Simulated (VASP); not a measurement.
The system is Ta3N.

```
Ta N
1.0
     3.03222    0.00000    0.00000
    -1.51611    2.62598    0.00000
     0.00000    0.00000    7.52414
Ta N
3 1
Cartesian
  1.5161 0.8753 6.2155
  0.0000 1.7507 1.3087
  0.0000 0.0000 3.7621
  0.0000 0.0000 0.0000
```

The cell comes from a database or a generator and needn't be the stable form of this composition.

* Program: VASP 6.6.1
* Task: relaxation of cell and atoms
* Functional: BLYP
* Potentials or basis: VASP PAW PBE potentials, release 64 (Ta_pv, N)
* Cutoff: 600 eV
* k mesh: 7 × 7 × 3
* Occupations: fermi-dirac, width 0.05 eV
* Spin: no spin polarisation

At the start: pressure 8.6 GPa; volume 14.98 Å³/atom.

How do energy, volume and symmetry change on relaxing?

Over 12 steps the energy falls by 17.3 meV/atom and the volume is 15.48 Å³/atom (+3.3 %); space group P-3m1 (No. 164, to 0.05 Å).

Step by step:
| step | energy change (eV) | largest force (eV/Å) | pressure (GPa) | volume (Å³) |
| --- | --- | --- | --- | --- |
| 1 | 0.0000 | 0.1802 | 8.59 | 59.91 |
| 2 | 0.2031 | 0.4099 | -15.27 | 67.15 |
| 3 | -0.0574 | 0.0506 | -0.35 | 62.13 |
| 4 | -0.0574 | 0.0454 | -0.15 | 62.07 |
| 5 | -0.0621 | 0.0754 | -0.14 | 62.09 |
| 6 | -0.0640 | 0.2023 | -0.12 | 62.10 |
| 7 | -0.0674 | 0.1549 | -0.04 | 62.01 |
| 8 | -0.0680 | 0.1103 | 0.02 | 61.95 |
| 9 | -0.0690 | 0.0350 | -0.23 | 61.96 |
| 10 | -0.0691 | 0.0041 | -0.18 | 61.96 |
| 11 | -0.0689 | 0.0018 | 0.47 | 61.78 |
| 12 | -0.0691 | 0.0021 | 0.01 | 61.91 |

Final structure:
```xyz
4
Lattice="3.0326 0.0000 0.0000 -1.5163 2.6263 0.0000 0.0000 0.0000 7.7726" Properties=species:S:1:pos:R:3 pbc="T T T"
Ta    1.5163    0.8754    6.4011
Ta    0.0000    1.7509    1.3716
Ta    0.0000    0.0000    3.8863
N     0.0000    0.0000    0.0000
```

Caveat: the PAW data sets were made with another functional, which shifts forces and pressure a little.
